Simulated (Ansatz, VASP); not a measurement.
# Cross-check of TaN between VASP and Ansatz, part 2 of 2

Wanted: the spread between two codes on one cell, functional and k mesh. The cell is taken from a series of runs on this material, whose earlier steps may have relaxed, scaled, displaced or heated it; both programs get it as it stands.

VASP 6.6.1 and Ansatz 0.2.0.

So far: The structure; Ansatz: zone-centre phonons, LDA.

### 3. VASP: zone-centre phonons, LDA

Level of this step: LDA; plane waves and PAW (N, Ta_pv) (VASP).

The same cell, functional (in two slightly different forms), mesh and smearing now go to VASP, with its own data sets.

Lines of VASP's logs that name or quote its potential files are left out, and so is its time.

INCAR

```
SYSTEM = TaN
PREC = Accurate
ENCUT = 600
EDIFF = 1E-08
NELM = 120
ISMEAR = 1
SIGMA = 0.2
LREAL = .FALSE.
ALGO = Normal
GGA = CA
NBANDS = 14
LASPH = .TRUE.
LORBIT = 11
LWAVE = .FALSE.
LCHARG = .FALSE.
ISIF = 2
IBRION = 8
GGA_COMPAT = .FALSE.
KPAR = 2
```

POSCAR

```
TaN
1.0
    2.9473743655      0.0000000000      0.0000000000
   -1.4736871828      2.5525010750      0.0000000000
    0.0000000000      0.0000000000      2.8840908479
N Ta
1 1
Direct
    0.6666666667      0.3333333333      0.0000000000
    0.0000000000      0.0000000000      0.5000000000
```

KPOINTS

```
Automatic mesh
0
Gamma
18 18 16
0 0 0
```

Potentials, in the order of the species: N and Ta_pv (LDA family, release 64).

Launch:

```console
> mpirun -np 2 vasp_std
```

Numbers of over 12 decimals in the logs are rounded to 6 here.

The log of the run:

```text
[banner, memory and clock lines left out]
running    2 mpi-ranks, on    1 nodes
 distrk:  each k-point on    1 cores,    2 groups
 distr:  one band on    1 cores,    1 groups

 POSCAR found type information on POSCAR N Ta
 POSCAR found :  2 types and       2 ions
 LDA part: xc-table for (Slater(with rela. corr.)+CA(PZ))
 , standard interpolation
 POSCAR, INCAR and KPOINTS ok, starting setup
 FFT: planning ... GRIDC
 FFT: planning ... GRID_SOFT
 FFT: planning ... GRID
 WAVECAR not read
 entering main loop
       N       E                     dE             d eps       ncg     rms          rms(c)
DAV:   1     0.100827030650E+03    0.10083E+03   -0.98541E+03  9332   0.133E+03
DAV:   2    -0.237891922402E+02   -0.12462E+03   -0.11823E+03 11514   0.332E+02
DAV:   3    -0.272387073797E+02   -0.34495E+01   -0.34299E+01 10584   0.517E+01
DAV:   4    -0.272552439624E+02   -0.16537E-01   -0.16534E-01 11298   0.397E+00
DAV:   5    -0.272553630270E+02   -0.11906E-03   -0.11906E-03 10746   0.315E-01    0.231E+01
DAV:   6    -0.248678272660E+02    0.23875E+01   -0.47272E+00 10098   0.251E+01    0.969E+00
DAV:   7    -0.247334822933E+02    0.13434E+00   -0.36823E-01 12330   0.593E+00    0.674E+00
DAV:   8    -0.246959007806E+02    0.37582E-01   -0.15684E-01 12450   0.358E+00    0.125E+00
DAV:   9    -0.246914664663E+02    0.44343E-02   -0.11040E-02  9876   0.898E-01    0.176E-01
DAV:  10    -0.246912379981E+02    0.22847E-03   -0.66780E-04 12432   0.302E-01    0.917E-02
DAV:  11    -0.246912187129E+02    0.19285E-04   -0.33301E-05 10230   0.593E-02    0.164E-02
DAV:  12    -0.246912187227E+02   -0.97932E-08   -0.20383E-06 12354   0.135E-02    0.206E-03
DAV:  13    -0.246912187114E+02    0.11333E-07   -0.93247E-08 10392   0.263E-03    0.159E-03
DAV:  14    -0.246912187026E+02    0.88069E-08   -0.22852E-08 11466   0.135E-03
   1 F= -.24691219E+02 E0= -.24691423E+02  d E =0.613629E-03
 Linear response reoptimize wavefunctions to high precision
DAV:   1    -0.246912187025E+02    0.85947E-10   -0.31710E-10  7590   0.186E-04
 Linear response DOF=           4
 Linear response progress:
  Degree of freedom:   1/  4
       N       E                     dE             d eps       ncg     rms          rms(c)
RMM:   1    -0.229831714508E+00   -0.22983E+00    0.10777E-01 92962   0.283E+00
RMM:   2    -0.223625825856E+00    0.62059E-02   -0.37357E-03 69980   0.469E-01    0.172E-01
RMM:   3    -0.224450086310E+00   -0.82426E-03   -0.62959E-04 67498   0.162E-01    0.938E-02
RMM:   4    -0.225629816117E+00   -0.11797E-02   -0.32240E-04 68070   0.112E-01    0.249E-02
RMM:   5    -0.225690810902E+00   -0.60995E-04   -0.10866E-05 75991   0.243E-02    0.215E-03
RMM:   6    -0.225691378752E+00   -0.56785E-06   -0.10220E-06 76090   0.503E-03    0.693E-04
RMM:   7    -0.225685358121E+00    0.60206E-05   -0.11994E-07 79314   0.153E-03    0.278E-04
RMM:   8    -0.225687216495E+00   -0.18584E-05   -0.46889E-08 78068   0.470E-04    0.946E-05
RMM:   9    -0.225686347224E+00    0.86927E-06    0.25111E-08 76471   0.173E-04    0.241E-05
RMM:  10    -0.225686280511E+00    0.66713E-07   -0.82991E-09 85278   0.579E-05    0.136E-05
RMM:  11    -0.225686335152E+00   -0.54642E-07   -0.24756E-09 80872   0.216E-05    0.216E-06
RMM:  12    -0.225686348328E+00   -0.13176E-07   -0.11119E-09 76067   0.104E-05    0.318E-06
RMM:  13    -0.225686339016E+00    0.93125E-08   -0.22549E-09 72091   0.800E-06    0.445E-06
 first order change of Fermi-energy   0.32303E-04
 force on displaced ion       1 direction 1 : -12.545   0.001   0.000
 Linear response progress:
  Degree of freedom:   2/  4
       N       E                     dE             d eps       ncg     rms          rms(c)
RMM:   1    -0.233323178186E+00   -0.23332E+00    0.14984E-01 31747   0.292E+00
RMM:   2    -0.228131804941E+00    0.51914E-02   -0.41639E-03 25170   0.486E-01    0.151E-01
RMM:   3    -0.228904351869E+00   -0.77255E-03   -0.98199E-04 24035   0.185E-01    0.776E-02
RMM:   4    -0.230120356948E+00   -0.12160E-02   -0.45371E-04 24587   0.124E-01    0.218E-02
RMM:   5    -0.230235052290E+00   -0.11470E-03   -0.17330E-05 26085   0.321E-02    0.360E-03
RMM:   6    -0.230237060114E+00   -0.20078E-05   -0.11318E-06 26275   0.771E-03    0.100E-03
RMM:   7    -0.230229458154E+00    0.76020E-05   -0.92778E-08 25987   0.231E-03    0.329E-04
RMM:   8    -0.230231115724E+00   -0.16576E-05   -0.24691E-09 28170   0.697E-04    0.134E-04
RMM:   9    -0.230231906911E+00   -0.79119E-06    0.11120E-09 27208   0.229E-04    0.275E-05
RMM:  10    -0.230231693635E+00    0.21328E-06    0.28657E-09 28017   0.710E-05    0.795E-06
RMM:  11    -0.230231716506E+00   -0.22871E-07   -0.36279E-10 28461   0.243E-05    0.174E-06
RMM:  12    -0.230231726730E+00   -0.10224E-07   -0.31552E-09 27164   0.118E-05    0.750E-07
RMM:  13    -0.230231726083E+00    0.64694E-09   -0.29230E-09 21164   0.809E-06    0.128E-07
 first order change of Fermi-energy  -0.17635E-03
 force on displaced ion       1 direction 3 :  -0.000   0.000 -13.080
 Linear response progress:
  Degree of freedom:   3/  4
       N       E                     dE             d eps       ncg     rms          rms(c)
RMM:   1    -0.132767466265E+00   -0.13277E+00    0.11575E+01 42101   0.247E+01
RMM:   2    -0.161524249812E+00   -0.28757E-01   -0.27171E-02 63834   0.150E+00    0.176E-01
RMM:   3    -0.160274528855E+00    0.12497E-02   -0.28008E-03 73693   0.340E-01    0.971E-02
RMM:   4    -0.159461871110E+00    0.81266E-03   -0.38132E-04 81952   0.118E-01    0.376E-02
RMM:   5    -0.159157480046E+00    0.30439E-03   -0.65129E-05 82654   0.329E-02    0.643E-03
RMM:   6    -0.159164602265E+00   -0.71222E-05   -0.66447E-06 77822   0.126E-02    0.144E-03
RMM:   7    -0.159164831912E+00   -0.22965E-06   -0.58844E-06 85424   0.398E-03    0.409E-04
RMM:   8    -0.159167441348E+00   -0.26094E-05   -0.36596E-06 91924   0.153E-03    0.160E-04
RMM:   9    -0.159168430497E+00   -0.98915E-06   -0.18561E-06 80565   0.635E-04    0.505E-05
RMM:  10    -0.159168825201E+00   -0.39470E-06   -0.12036E-06 83158   0.328E-04    0.243E-05
RMM:  11    -0.159168920476E+00   -0.95275E-07   -0.55460E-07 91238   0.153E-04    0.871E-06
RMM:  12    -0.159168865884E+00    0.54592E-07   -0.38660E-07 81631   0.890E-05    0.363E-06
RMM:  13    -0.159168863064E+00    0.28200E-08   -0.17901E-07 90640   0.492E-05    0.452E-06
RMM:  14    -0.159168840659E+00    0.22405E-07   -0.13290E-07 83250   0.323E-05    0.723E-06
RMM:  15    -0.159168841652E+00   -0.99304E-09   -0.53914E-08 68631   0.206E-05    0.733E-06
 first order change of Fermi-energy  -0.66359E-04
 force on displaced ion       2 direction 1 : -12.551   0.001   0.000
 Linear response progress:
  Degree of freedom:   4/  4
       N       E                     dE             d eps       ncg     rms          rms(c)
RMM:   1    -0.150838512617E+00   -0.15084E+00    0.10070E+01 14943   0.240E+01
RMM:   2    -0.179333174301E+00   -0.28495E-01   -0.28819E-02 22010   0.150E+00    0.135E-01
RMM:   3    -0.178752710121E+00    0.58046E-03   -0.22502E-03 25912   0.297E-01    0.723E-02
RMM:   4    -0.178308381142E+00    0.44433E-03   -0.18914E-04 27570   0.930E-02    0.234E-02
RMM:   5    -0.178183281169E+00    0.12510E-03   -0.29306E-05 28373   0.273E-02    0.633E-03
RMM:   6    -0.178165678176E+00    0.17603E-04   -0.72402E-06 26799   0.105E-02    0.792E-04
RMM:   7    -0.178167653926E+00   -0.19758E-05   -0.38318E-06 29402   0.329E-03    0.379E-04
RMM:   8    -0.178170586858E+00   -0.29329E-05   -0.17234E-06 29646   0.130E-03    0.107E-04
RMM:   9    -0.178171544290E+00   -0.95743E-06   -0.10452E-06 28524   0.548E-04    0.380E-05
RMM:  10    -0.178171941268E+00   -0.39698E-06   -0.57056E-07 28240   0.307E-04    0.144E-05
RMM:  11    -0.178172085267E+00   -0.14400E-06   -0.29897E-07 31778   0.148E-04    0.403E-06
RMM:  12    -0.178172058011E+00    0.27256E-07   -0.16109E-07 29109   0.840E-05    0.297E-06
RMM:  13    -0.178171994736E+00    0.63275E-07   -0.95664E-08 28252   0.539E-05    0.879E-06
RMM:  14    -0.178172063217E+00   -0.68481E-07   -0.54027E-08 26841   0.374E-05    0.525E-06
RMM:  15    -0.178172118750E+00   -0.55533E-07   -0.29879E-08 28033   0.267E-05    0.187E-06
RMM:  16    -0.178172127887E+00   -0.91364E-08   -0.17048E-08 29713   0.159E-05    0.162E-06
 first order change of Fermi-energy  -0.80041E-03
 force on displaced ion       2 direction 3 :   0.000  -0.000 -13.079
 Linear response finished
```

Parts of OUTCAR (step 3):

```text
ion  position               nearest neighbor table
   1  0.667  0.333  0.000-   2 2.23   2 2.23   2 2.23   2 2.23   2 2.23   2 2.23
   2  0.000  0.000  0.500-   1 2.23   1 2.23   1 2.23   1 2.23   1 2.23   1 2.23

  LATTYP: Found a hexagonal cell.
 ALAT       =     2.9473743655
 C/A-ratio  =     0.9785288498

 Subroutine GETGRP returns: Found 12 space group operations
 (whereof 12 operations were pure point group operations)

The static configuration has the point symmetry D_3h.

 Found    333 irreducible k-points:

   k-points           NKPTS =    333   k-points in BZ     NKDIM =    333   number of bands    NBANDS=     14

   dimension x,y,z NGX =    24 NGY =   24 NGZ =   24
   dimension x,y,z NGXF=    48 NGYF=   48 NGZF=   48

   ENCUT  =  600.0 eV  44.10 Ry    6.64 a.u.   5.89  5.89  5.76*2*pi/ulx,y,z

   NELECT =      16.0000    total number of electrons

 k-points in reciprocal lattice and weights: Automatic mesh
   0.00000000  0.00000000  0.00000000       0.000
   0.05555556  0.00000000  0.00000000       0.001
   0.11111111  0.00000000  0.00000000       0.001
   0.16666667  0.00000000  0.00000000       0.001
   0.22222222  0.00000000  0.00000000       0.001
   0.27777778  0.00000000  0.00000000       0.001
   0.33333333  0.00000000  0.00000000       0.001
   0.38888889  0.00000000  0.00000000       0.001
   0.44444444  0.00000000  0.00000000       0.001
[...]
0.33333333  0.27777778  0.50000000       0.002
   0.33333333  0.33333333  0.50000000       0.000

 average (electrostatic) potential at core
       1 -61.4436       2 -35.5759

  Total       -1.6366114     -1.6366114     -1.6079259      0.0000000     -0.0000000      0.0000000
  in kB     -120.8498095   -120.8498095   -118.7316300      0.0000000     -0.0000000      0.0000000
  external PRESSURE =    -120.1437497 kB  Pullay stress =       0.0000000 kB

  energy-cutoff  :      600.00
  volume of cell :       21.70
      direct lattice vectors                 reciprocal lattice vectors
     2.947374365  0.000000000  0.000000000     0.339285030  0.195886303  0.000000000
    -1.473687183  2.552501075  0.000000000     0.000000000  0.391772607  0.000000000
     0.000000000  0.000000000  2.884090848     0.000000000  0.000000000  0.346729716

 POSITION                                       TOTAL-FORCE (eV/Angst)
 -----------------------------------------------------------------------------------
      1.47369      0.85083      0.00000         0.000000      0.000000      0.000000
      0.00000      0.00000      1.44205        -0.000000      0.000000      0.000000
 -----------------------------------------------------------------------------------
    total drift:                               -0.000000      0.000000      0.000000

 Eigenvectors and eigenvalues of the dynamical matrix
 ----------------------------------------------------

   1 f  =   15.683940 THz    98.545104 2PiTHz  523.159942 cm-1    64.863537 meV
             X         Y         Z           dx          dy          dz
      1.473687  0.850834  0.000000    -0.000000    0.000000    0.963424
      0.000000  0.000000  1.442045     0.000000   -0.000000   -0.267980

   2 f  =   15.360471 THz    96.512685 2PiTHz  512.370159 cm-1    63.525775 meV
             X         Y         Z           dx          dy          dz
      1.473687  0.850834  0.000000    -0.582479    0.767378   -0.000000
      0.000000  0.000000  1.442045     0.162062   -0.213506    0.000000

   3 f  =   15.360471 THz    96.512685 2PiTHz  512.370159 cm-1    63.525775 meV
             X         Y         Z           dx          dy          dz
      1.473687  0.850834  0.000000     0.767378    0.582479   -0.000000
      0.000000  0.000000  1.442045    -0.213506   -0.162062    0.000000

   4 f/i=    0.000160 THz     0.001005 2PiTHz    0.005334 cm-1     0.000661 meV
             X         Y         Z           dx          dy          dz
      1.473687  0.850834  0.000000     0.000000    0.000000   -0.267980
      0.000000  0.000000  1.442045     0.000000    0.000000   -0.963424

   5 f/i=    0.000901 THz     0.005664 2PiTHz    0.030070 cm-1     0.003728 meV
             X         Y         Z           dx          dy          dz
      1.473687  0.850834  0.000000     0.267061    0.022966    0.000000
      0.000000  0.000000  1.442045     0.959863    0.082543    0.000000

   6 f/i=    0.000901 THz     0.005664 2PiTHz    0.030070 cm-1     0.003728 meV
             X         Y         Z           dx          dy          dz
      1.473687  0.850834  0.000000    -0.022966    0.267061    0.000000
      0.000000  0.000000  1.442045    -0.082543    0.959863    0.000000

 ELASTIC MODULI CONTR FROM IONIC RELAXATION (kBar)
 Direction    XX          YY          ZZ          XY          YZ          ZX
 --------------------------------------------------------------------------------
 XX          -1.6756      1.6756     -0.0000      0.0000      0.0000      0.0000
 YY           1.6756     -1.6756     -0.0000      0.0000      0.0000     -0.0000
 ZZ          -0.0000     -0.0000     -0.0000      0.0000      0.0000     -0.0000
 XY           0.0000      0.0000      0.0000     -1.6756      0.0000      0.0000
 YZ           0.0000      0.0000      0.0000      0.0000      0.0000      0.0000
 ZX           0.0000     -0.0000     -0.0000      0.0000      0.0000     -0.0000
 --------------------------------------------------------------------------------
```

Energies printed during the response cycles are not total energies of the cell.

### 4. Side by side

Known differences besides the potentials themselves: the two LDA forms differ slightly; the data sets hold 18 valence electrons in Ansatz (on its PAW soft_1 files) and 16 in VASP; the cutoff is 420 eV in Ansatz and 600 eV in VASP; VASP's log shows a relativistic correction to its local exchange, Ansatz's none. Total energies have different zeros and are not compared.

Both answers:

| quantity | Ansatz | VASP | difference |
| --- | --- | --- | --- |
| optical mode 1 to 2 (cm⁻¹) | 508.1 | 512.4 | -0.82 % |
| optical mode 3 (cm⁻¹) | 518.8 | 523.2 | -0.83 % |

Modes are paired by rising frequency, not by their patterns, so a pair may set unlike modes beside each other; they are those without the splitting of longitudinal modes.

### 5. Results

* r.m.s. difference of the optical zone-centre modes, each program's sorted by frequency (zone-centre phonons, LDA): 4.3 cm⁻¹
* difference in optical mode 3 (zone-centre phonons, LDA): -0.8 %

In words: The r.m.s. difference of the optical zone-centre modes, each program's sorted by frequency is 4.3 cm⁻¹ (zone-centre phonons, LDA). The data sets hold unlike numbers of valence electrons (18 in Ansatz and 16 in VASP), so part of the differences comes from the potentials. Among the rows given in per cent, the largest difference of the zone-centre phonons, LDA pair is in optical mode 3, -0.8 %. Such differences can come from data sets, numerical settings and the points named under the comparisons, not from the functional's error against experiment.

[Lines on the potential files, build, host, timing and source positions are cut from VASP's logs without a mark.]

[Logs are printed without paths, hosts, clocks, repeated set-up lines and the standing remarks that a program may print on its own settings, such as how far it seeks lower states.]

[Hosts, paths, dates, database ids (printed as entryN), source tags and the programs' standing remarks are cut or masked in the printed files.]
